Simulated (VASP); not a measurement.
Level of theory: PBEsol GGA, VASP's PBE PAW potentials (set 64) (plane waves; VASP).

A VASP calculation is set up with these files.

POSCAR:
```
SiO2
1
    2.4764094361    -4.2892670812     0.0000000000
    2.4764094361     4.2892670812     0.0000000000
    0.0000000000     0.0000000000     5.4444296034
Si O
3 6
Direct
  0.0000000000   0.4699249820   0.3333330000
  0.5300750180   0.5300750180   0.0000000000
  0.4699249820   0.0000000000   0.6666670000
  0.2672402983   0.4125802067   0.2145346247
  0.5874197933   0.8546600916   0.8812016247
  0.7327597017   0.1453399084   0.4521313753
  0.8546600916   0.5874197933   0.1187983753
  0.4125802067   0.2672402983   0.7854653753
  0.1453399084   0.7327597017   0.5478686247
```

**INCAR**
```
# general
SYSTEM = SiO2
PREC   = Accurate
ENCUT  = 520
LREAL  = .FALSE.   # projection in real space or not
LASPH  = .TRUE.

# electronic loop
EDIFF  = 1E-7   # SCF stop (eV)
NELM   = 100   # most electronic steps
ALGO   = Normal   # blocked Davidson

# smearing
ISMEAR = -5   # tetrahedra, Bloechl

# functional
GGA    = PS   # PBEsol

# ions
ISIF   = 2   # forces and stress, cell fixed

# output
LWAVE  = .FALSE.
LCHARG = .TRUE.
LORBIT = 11   # lm-projected
NEDOS  = 601   # DOS grid
```

KPOINTS:
```
Automatic mesh
0
Gamma
6 6 5
0 0 0
```

POTCAR, in this order: Si O (PBE.64 set). Program: vasp_std.

The resulting files:

File OUTCAR:
```
 ion  position               nearest neighbor table
   1  0.000  0.470  0.333-   6 1.62   4 1.62   7 1.62   9 1.62   2 3.08   2 3.08   3 3.08   3 3.08
  LATTYP: Found a hexagonal cell.
 ALAT       =     4.9528189740
 C/A-ratio  =     1.0992587518
 Subroutine PRICEL returns:
 Original cell was already a primitive cell.
 Subroutine GETGRP returns: Found  6 space group operations
The static configuration has the point symmetry C_2 .
 The point group associated with its full space group is D_3 .
The dynamic configuration has the point symmetry C_2 .
 Subroutine INISYM returns: Found  6 space group operations
 Subroutine IBZKPT returns following result:
 Found     27 irreducible k-points:

 Following reciprocal coordinates:
            Coordinates               Weight
  0.000000  0.000000  0.000000      1.000000
  0.166667 -0.000000  0.000000      6.000000
  0.333333  0.000000  0.000000      6.000000
  0.500000 -0.000000  0.000000      3.000000
  0.166667  0.166667  0.000000      6.000000
  0.333333  0.166667  0.000000     12.000000
  0.333333  0.333333  0.000000      2.000000
  0.000000  0.000000  0.200000      2.000000
  0.166667 -0.000000  0.200000      6.000000
 -0.000000  0.166667  0.200000      6.000000
  0.333333  0.000000  0.200000      6.000000
  0.000000  0.333333  0.200000      6.000000
  0.500000 -0.000000  0.200000      6.000000
  0.166667  0.166667  0.200000     12.000000
  0.333333  0.166667  0.200000     12.000000
 -0.166667  0.500000  0.200000     12.000000
  0.333333  0.333333  0.200000      4.000000
  0.000000  0.000000  0.400000      2.000000
  0.166667 -0.000000  0.400000      6.000000
 -0.000000  0.166667  0.400000      6.000000
  0.333333  0.000000  0.400000      6.000000
  0.000000  0.333333  0.400000      6.000000
  0.500000 -0.000000  0.400000      6.000000
  0.166667  0.166667  0.400000     12.000000
  0.333333  0.166667  0.400000     12.000000
 -0.166667  0.500000  0.400000     12.000000
  0.333333  0.333333  0.400000      4.000000
   k-points           NKPTS =     27   k-points in BZ     NKDIM =     27   number of bands    NBANDS=     29
   number of dos      NEDOS =    601   number of ions     NIONS =      9
   total plane-waves  NPLWV =  64000
   dimension x,y,z NGX =    40 NGY =   40 NGZ =   40
   dimension x,y,z NGXF=    80 NGYF=   80 NGZF=   80
   ions per type =               3   6
   PREC   = accura    normal or accurate (medium, high low for compatibility)
   ISTART =      0    job   : 0-new  1-cont  2-samecut
   ICHARG =      2    charge: 1-file 2-atom 10-const
   ISPIN  =      1    spin polarized calculation?
   LNONCOLLINEAR =      F non collinear calculations
   LSORBIT =      F    spin-orbit coupling
   INIWAV =      1    electr: 0-lowe 1-rand  2-diag
   ENCUT  =  520.0 eV  38.22 Ry    6.18 a.u.   9.21  9.21 10.12*2*pi/ulx,y,z
   NELM   =    100;   NELMIN=  2; NELMDL= -5     # of ELM steps
   EDIFF  = 0.1E-06   stopping-criterion for ELM
   LREAL  =      F    real-space projection
   NLSPLINE    = F    spline interpolate recip. space projectors
   LMAXMIX     =    2 max onsite mixed and CHGCAR
   VOSKOWN=      0    Vosko Wilk Nusair interpolation
   EDIFFG = 0.1E-05   stopping-criterion for IOM
   NSW    =      0    number of steps for IOM
   NBLOCK =      1;   KBLOCK =      1    inner block; outer block
   IBRION =     -1    ionic relax: 0-MD 1-quasi-New 2-CG
   NFREE  =      0    steps in history (QN), initial steepest desc. (CG)
   ISIF   =      2    stress and relaxation
   ISYM   =      2    0-nonsym 1-usesym 2-fastsym
   TEIN   =    0.0    initial temperature
   TEBEG  =    0.0;   TEEND  =   0.0 temperature during run
   SMASS  =  -3.00    Nose mass-parameter (am)
   PSTRESS=    0.0 pullay stress
...
```

OSZICAR:
```
       N       E                     dE             d eps       ncg     rms          rms(c)
DAV:   1     0.302633792366E+03    0.30263E+03   -0.25639E+04  1566   0.153E+03
DAV:   2    -0.622274889938E+02   -0.36486E+03   -0.35749E+03  2068   0.335E+02
DAV:   3    -0.823481161584E+02   -0.20121E+02   -0.20061E+02  1831   0.893E+01
DAV:   4    -0.826182170601E+02   -0.27010E+00   -0.26963E+00  1852   0.112E+01
DAV:   5    -0.826237090844E+02   -0.54920E-02   -0.54899E-02  1821   0.156E+00    0.244E+01
DAV:   6    -0.740876476502E+02    0.85361E+01   -0.38376E+01  1801   0.344E+01    0.117E+01
DAV:   7    -0.740298695920E+02    0.57778E-01   -0.90589E-01  1916   0.526E+00    0.449E+00
DAV:   8    -0.740024291370E+02    0.27440E-01   -0.44073E-02  1826   0.181E+00    0.144E+00
DAV:   9    -0.740078350972E+02   -0.54060E-02   -0.15361E-02  1821   0.104E+00    0.345E-01
DAV:  10    -0.740095623786E+02   -0.17273E-02   -0.40226E-03  1826   0.365E-01    0.949E-02
DAV:  11    -0.740094734727E+02    0.88906E-04   -0.14363E-03  1836   0.225E-01    0.235E-02
DAV:  12    -0.740094756429E+02   -0.21702E-05   -0.54465E-05  1826   0.478E-02    0.145E-02
DAV:  13    -0.740094797195E+02   -0.40766E-05   -0.14911E-05  1831   0.216E-02    0.333E-03
DAV:  14    -0.740094801545E+02   -0.43501E-06   -0.66252E-07  1639   0.504E-03    0.969E-04
DAV:  15    -0.740094801496E+02    0.49258E-08   -0.51191E-08  1188   0.141E-03
   1 F= -.74009480E+02 E0= -.74009480E+02  d E =0.000000E+00
```

OUTCAR:
```
------------------------ aborting loop because EDIFF is reached ----------------------------------------
  FORCE on cell =-STRESS in cart. coord.  units (eV):
  Direction    XX          YY          ZZ          XY          YZ          ZX
  --------------------------------------------------------------------------------------
  Total        0.0327147      0.0327148      0.0638152      0.0000000      0.0000000      0.0000000
  in kB        0.4531753      0.4531754      0.8839885      0.0000000      0.0000000      0.0000000
  external PRESSURE =       0.5967797 kB  Pullay stress =       0.0000000 kB
  volume of cell :      115.66
      direct lattice vectors                 reciprocal lattice vectors
     2.476409436 -4.289267081  0.000000000     0.201905223 -0.116570032  0.000000000
     2.476409436  4.289267081  0.000000000     0.201905223  0.116570032  0.000000000
     0.000000000  0.000000000  5.444429603     0.000000000  0.000000000  0.183673970
 POSITION                                       TOTAL-FORCE (eV/Angst)
 -----------------------------------------------------------------------------------
      1.16373      2.01563      1.81481         0.004145      0.007180      0.000000
      2.62537      0.00000      0.00000        -0.008291     -0.000000      0.000000
      1.16373     -2.01563      3.62962         0.004145     -0.007180      0.000000
      1.68351      0.62340      1.16802         0.007827      0.003079     -0.002889
      3.57118      1.14627      4.79764        -0.006580      0.005239     -0.002889
      2.17453     -2.51960      2.46160        -0.001247      0.008318      0.002889
      3.57118     -1.14627      0.64679        -0.006580     -0.005239      0.002889
      1.68351     -0.62340      4.27641         0.007827     -0.003079      0.002889
      2.17453      2.51960      2.98283        -0.001247     -0.008318     -0.002889
 -----------------------------------------------------------------------------------
    total drift:                               -0.001504      0.000663      0.000002
  FREE ENERGIE OF THE ION-ELECTRON SYSTEM (eV)
  ---------------------------------------------------
  free  energy   TOTEN  =       -74.0094801496 eV

  energy  without entropy=      -74.0094801496  energy(sigma->0) =      -74.00948015

 total charge

# of ion       s       p       d       tot
------------------------------------------
    1        0.646   0.995   0.000   1.640
    2        0.646   0.995   0.000   1.640
    3        0.646   0.995   0.000   1.640
    4        1.545   3.676   0.000   5.221
    5        1.545   3.676   0.000   5.221
    6        1.545   3.676   0.000   5.221
    7        1.545   3.676   0.000   5.221
    8        1.545   3.676   0.000   5.221
    9        1.545   3.676   0.000   5.221
--------------------------------------------------
tot         11.206  25.042   0.000  36.248
```
(Selected blocks of OUTCAR.)

The compound is SiO2 in the quartz structure. It was relaxed first.
